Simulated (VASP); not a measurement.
Data:

```xyz
3
Lattice="0.0000 3.3198 3.3198 3.3198 0.0000 3.3198 3.3198 3.3198 0.0000" Properties=species:S:1:pos:R:3 pbc="T T T"
Mg     1.6599     1.6599     1.6599
Mg     4.9798     4.9798     4.9798
Sn     6.6397     6.6397     6.6397
```

Method: PBE GGA with D3 dispersion (Becke-Johnson damping), VASP's PBE PAW potentials (set 64) (plane waves; VASP). Numerical set-up: 520 eV cut-off, 8×8×8 Γ-centred mesh, first-order Methfessel-Paxton smearing of 0.10 eV, potentials Mg Sn_d.

Unless said otherwise, spin-orbit coupling is left out, though it shifts the bands of the heavy elements here.

Q: Estimate the energy per atom (σ→0), pressure, band gap (on the k-mesh) with the smallest direct gap where there is one.

A: 
```
Quantity                                                    Result
------------------------  ----------------------------------------
band gap (on the k-mesh)  none (metal, semimetal or under 0.01 eV)
energy per atom (σ→0)                               -2.769 eV/atom
pressure                                                  1.46 GPa
```

The absolute energy has meaning only against runs of the same code, potentials and settings.

The compound is Mg2Sn in the antifluorite structure. This cell is one point of a volume scan, at 0.97 of the reference volume.
